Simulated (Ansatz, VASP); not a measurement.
**ZnSe (Stilleite): VASP beside Ansatz**

Aim: how closely do two programs agree when they are given the same cell, functional and k mesh? The cell is taken from a series of runs on this material, whose earlier steps may have relaxed, scaled, displaced or heated it; both programs get it as it stands.

Program: Ansatz 0.2.0. Level of theory: plane waves, with VASP 6.6.1 beside it; single point at HF with an exact-exchange share of 1. Results are calculated unless marked as measured.

## Step 1: Starting point

The structure is cubic, space group F-43m (No. 216). Conventional cell: a = 5.668 Å, b = 5.668 Å, c = 5.668 Å, α = 90.00°, β = 90.00°, γ = 90.00°. Zn has 4 Se at 2.45 Å nearest. Nearest to Se lie 4 Zn at 2.45 Å. Farther neighbours and most contacts between anions are not listed.

## Step 2: VASP: single point, HF with an exact-exchange share of 1

A single point gives forces, pressure and levels at one fixed geometry, so differences don't come from the geometry; what else differs is listed under the comparison.

Lines of VASP's logs that name or quote its potential files are left out, and so is its time.

The run reads the wave functions of an earlier VASP run, which isn't shown here.

INCAR

```
SYSTEM = ZnSe
PREC = Accurate
ENCUT = 400
EDIFF = 1E-06
NELM = 100
ISMEAR = 0
SIGMA = 0.01
LREAL = .FALSE.
ALGO = Normal
LHFCALC = .TRUE.
AEXX = 1
GGA = PE
ALDAC = 0
AGGAC = 0
LASPH = .TRUE.
NBANDS = 15
PRECFOCK = Fast
LORBIT = 11
LWAVE = .FALSE.
LCHARG = .FALSE.
KPAR = 8
ISIF = 2
```

POSCAR

```
ZnSe
1.0
    0.0000000000      2.8338000000      2.8338000000
    2.8338000000      0.0000000000      2.8338000000
    2.8338000000      2.8338000000      0.0000000000
Zn Se
1 1
Direct
    0.0000000000      0.0000000000      0.0000000000
    0.2500000000      0.2500000000      0.2500000000
```

KPOINTS

```
Automatic mesh
0
Gamma
4 4 4
0 0 0
```

PAW data sets: Zn and Se (PBE family, release 64).

On the command line:

```bash
$ mpirun -np 8 vasp_std
```

Numbers of over 12 decimals in the logs are rounded to 6 here.

The program printed:

```text
[banner, memory and clock lines left out]
running    8 mpi-ranks, on    1 nodes
 distrk:  each k-point on    1 cores,    8 groups
 distr:  one band on    1 cores,    1 groups

 POSCAR found type information on POSCAR ZnSe
 POSCAR found :  2 types and       2 ions
|                                                                             |
|           W    W    AA    RRRRR   N    N  II  N    N   GGGG   !!!           |
|           W    W   A  A   R    R  NN   N  II  NN   N  G    G  !!!           |
|           W    W  A    A  R    R  N N  N  II  N N  N  G       !!!           |
|           W WW W  AAAAAA  RRRRR   N  N N  II  N  N N  G  GGG   !            |
|           WW  WW  A    A  R   R   N   NN  II  N   NN  G    G                |
|           W    W  A    A  R    R  N    N  II  N    N   GGGG   !!!           |
|                                                                             |
|     For optimal performance we recommend to set                             |
|       NCORE = 2 up to number-of-cores-per-socket                            |
|     NCORE specifies how many cores store one orbital (NPAR=cpu/NCORE).      |
|     This setting can greatly improve the performance of VASP for DFT.       |
|     The default, NCORE=1 might be grossly inefficient on modern             |
|     multi-core architectures or massively parallel machines. Do your        |
|     Unfortunately you need to use the default for GW and RPA                |
|     calculations (for HF NCORE is supported but not extensively tested      |
|     yet).                                                                   |
|                                                                             |

 LDA part: xc-table for (Slater+PW92), standard interpolation
 found WAVECAR, reading the header
 POSCAR, INCAR and KPOINTS ok, starting setup
 FFT: planning ... GRIDC
 FFT: planning ... GRID_SOFT
 FFT: planning ... GRID
 reading WAVECAR
 the WAVECAR file was read successfully
 initial charge from wavefunction
 entering main loop
       N       E                     dE             d eps       ncg     rms          rms(c)
DAV:   1    -0.122050982943E+02   -0.12205E+02   -0.58886E+00   299   0.853E+01    0.737E+00
DAV:   2    -0.125674921540E+02   -0.36239E+00   -0.20543E+00   254   0.148E+01    0.739E+00
DAV:   3    -0.125418298488E+02    0.25662E-01   -0.22941E-01   268   0.880E+00    0.514E+00
DAV:   4    -0.125306071066E+02    0.11223E-01   -0.75325E-02   282   0.466E+00    0.327E+00
DAV:   5    -0.125249904713E+02    0.56166E-02   -0.12950E-02   296   0.152E+00    0.182E+00
DAV:   6    -0.125223409747E+02    0.26495E-02   -0.32117E-03   254   0.725E-01    0.997E-01
DAV:   7    -0.125222116001E+02    0.12937E-03   -0.25796E-03   276   0.515E-01    0.528E-01
DAV:   8    -0.125225002205E+02   -0.28862E-03   -0.10718E-03   261   0.256E-01    0.244E-01
DAV:   9    -0.125225356016E+02   -0.35381E-04   -0.23592E-04   269   0.114E-01    0.109E-01
DAV:  10    -0.125224794298E+02    0.56172E-04   -0.55322E-05   268   0.790E-02    0.453E-02
DAV:  11    -0.125224531578E+02    0.26272E-04   -0.54056E-05   254   0.597E-02    0.223E-02
DAV:  12    -0.125224534729E+02   -0.31511E-06   -0.34315E-05   261   0.397E-02    0.294E-02
DAV:  13    -0.125224572016E+02   -0.37287E-05   -0.12858E-05   261   0.236E-02    0.285E-02
DAV:  14    -0.125224578789E+02   -0.67736E-06   -0.27241E-06   268   0.133E-02
   1 F= -.12522458E+02 E0= -.12522458E+02  d E =-.214358E-21
```

Parts of OUTCAR (step 2):

```text
ion  position               nearest neighbor table
   1  0.000  0.000  0.000-   2 2.45   2 2.45   2 2.45   2 2.45
   2  0.250  0.250  0.250-   1 2.45   1 2.45   1 2.45   1 2.45

  LATTYP: Found a face centered cubic cell.
 ALAT       =     5.6676000000

 Subroutine GETGRP returns: Found 24 space group operations
 (whereof 24 operations were pure point group operations)

The static configuration has the point symmetry T_d .

 Found      8 irreducible k-points:

   k-points           NKPTS =      8   k-points in BZ     NKDIM =     64   number of bands    NBANDS=     15

   dimension x,y,z NGX =    28 NGY =   28 NGZ =   28
   dimension x,y,z NGXF=    56 NGYF=   56 NGZF=   56

   ENCUT  =  400.0 eV  29.40 Ry    5.42 a.u.   6.54  6.54  6.54*2*pi/ulx,y,z

   NELECT =      18.0000    total number of electrons

 k-points in reciprocal lattice and weights: Automatic mesh
   0.00000000  0.00000000  0.00000000       0.016
   0.25000000  0.00000000  0.00000000       0.125
   0.50000000  0.00000000  0.00000000       0.062
   0.25000000  0.25000000  0.00000000       0.094
   0.50000000  0.25000000  0.00000000       0.375
  -0.25000000  0.25000000  0.00000000       0.188
   0.50000000  0.50000000  0.00000000       0.047
  -0.25000000  0.50000000  0.25000000       0.094

  exchange ACFDT corr.  =         0.00000000  see jH, gK, PRB 81, 115126

 average (electrostatic) potential at core
       1  -4.1662       2 -38.2339

 E-fermi :  -1.2909

 k-point     1 :       0.0000    0.0000    0.0000
  band No.  band energies     occupation
    ...
      5     -14.4877      2.00000
      6     -14.4877      2.00000
      7      -1.3554      2.00000
      8      -1.3554      2.00000
      9      -1.3554      2.00000
     10       7.8603      0.00000
     11      12.3767      0.00000
     12      12.3767      0.00000
     13      12.3767      0.00000
     14      17.3796      0.00000
    ...

 k-point     2 :       0.2500    0.0000    0.0000
  band No.  band energies     occupation
    ...
      5     -14.4890      2.00000
      6     -14.4890      2.00000
      7      -4.9556      2.00000
      8      -1.9023      2.00000
      9      -1.9023      2.00000
     10       9.3144      0.00000
     11      13.0837      0.00000
     12      13.0837      0.00000
     13      13.2124      0.00000
     14      17.1633      0.00000
    ...

 k-point     3 :       0.5000    0.0000    0.0000
  band No.  band energies     occupation
    ...
      5     -14.4836      2.00000
      6     -14.1414      2.00000
      7      -7.7363      2.00000
      8      -2.3793      2.00000
      9      -2.3793      2.00000
     10       9.0168      0.00000
     11      12.7876      0.00000
     12      12.7876      0.00000
     13      15.0533      0.00000
     14      18.4446      0.00000
    ...

  Total        1.7398636      1.7398636      1.7398636      0.0000000      0.0000000     -0.0000000
  in kB       61.2474782     61.2474782     61.2474782      0.0000000      0.0000000     -0.0000000
  external PRESSURE =      61.2474782 kB  Pullay stress =       0.0000000 kB

  energy-cutoff  :      400.00
  volume of cell :       45.51
      direct lattice vectors                 reciprocal lattice vectors
     0.000000000  2.833800000  2.833800000    -0.176441527  0.176441527  0.176441527
     2.833800000  0.000000000  2.833800000     0.176441527 -0.176441527  0.176441527
     2.833800000  2.833800000  0.000000000     0.176441527  0.176441527 -0.176441527

 POSITION                                       TOTAL-FORCE (eV/Angst)
 -----------------------------------------------------------------------------------
      0.00000      0.00000      0.00000        -0.000000     -0.000000     -0.000000
      1.41690      1.41690      1.41690         0.000000      0.000000      0.000000
 -----------------------------------------------------------------------------------
    total drift:                                0.000092      0.000071      0.000054

  FREE ENERGIE OF THE ION-ELECTRON SYSTEM (eV)
  ---------------------------------------------------
  free  energy   TOTEN  =       -12.5224578789 eV

  energy  without entropy=      -12.5224578789  energy(sigma->0) =      -12.52245788

 total charge
# of ion       s       p       d       tot
------------------------------------------
    1        0.413   0.422   9.902  10.736
    2        1.476   2.682   0.022   4.179
--------------------------------------------------
tot          1.889   3.104   9.924  14.916

[... 3 further parts left out ...]
```

The k-mesh is coarse for unscreened exact exchange, which converges slowly with it.

(Part 1 of 2 ends here.)

[Lines on the potential files, build, host, timing and source positions are cut from VASP's logs without a mark.]

[Logs are printed without paths, hosts, clocks, repeated set-up lines and the standing remarks that a program may print on its own settings, such as how far it seeks lower states.]

[Hosts, paths, dates, database ids (printed as entryN), source tags and the programs' standing remarks are cut or masked in the printed files.]
